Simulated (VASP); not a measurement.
Level of theory: r2SCAN meta-GGA, VASP's PBE PAW potentials (set 64) (plane waves; VASP).

A VASP calculation is set up with these files.

INCAR:
```
SYSTEM = GaN
PREC = Accurate; ENCUT = 600; LREAL = F
LASPH = T
EDIFF = 1E-7; NELM = 100; ALGO = Normal
LMAXMIX = 4; LMIXTAU = T
ISMEAR = 0; SIGMA = 0.05
METAGGA = R2SCAN
ISIF = 2
LWAVE = F; LCHARG = F
```

### KPOINTS
```
Automatic mesh
0
Gamma
8 8 4
0 0 0
```

POSCAR:
```
GaN
10.3813130
  0.1536004404  -0.2660437632   0.0000000000
  0.1536004404   0.2660437632   0.0000000000
  0.0000000000   0.0000000000   0.4999999868
Ga N
2 2
Direct
  0.6666670000   0.3333330000   0.5000958380
  0.3333330000   0.6666670000   0.0000958380
  0.6666670000   0.3333330000   0.8769041620
  0.3333330000   0.6666670000   0.3769041620
```

POTCAR, in this order: Ga_d N (PBE.64 set). Program: vasp_std.

What does the run give for the energy per atom (σ→0)?

* **energy per atom (σ→0)**: -10956 meV/atom

File OSZICAR:
```
...
DAV:  20    -0.438230293808E+02   -0.43955E-05   -0.73928E-06  1940   0.342E-02    0.131E-02
DAV:  21    -0.438230287945E+02    0.58630E-06   -0.54410E-07  1354   0.717E-03    0.139E-02
DAV:  22    -0.438230301626E+02   -0.13681E-05   -0.39797E-06  1790   0.309E-02    0.257E-03
DAV:  23    -0.438230289648E+02    0.11978E-05   -0.82071E-07  1672   0.742E-03    0.728E-04
DAV:  24    -0.438230293573E+02   -0.39249E-06   -0.76984E-08   708   0.607E-03    0.420E-04
DAV:  25    -0.438230292058E+02    0.15146E-06   -0.45718E-08   690   0.197E-03    0.119E-04
DAV:  26    -0.438230292822E+02   -0.76455E-07   -0.15790E-08   666   0.113E-03
   1 F= -.43823029E+02 E0= -.43823029E+02  d E =-.991233E-11
```

The compound is GaN in the wurtzite structure. It was relaxed first.
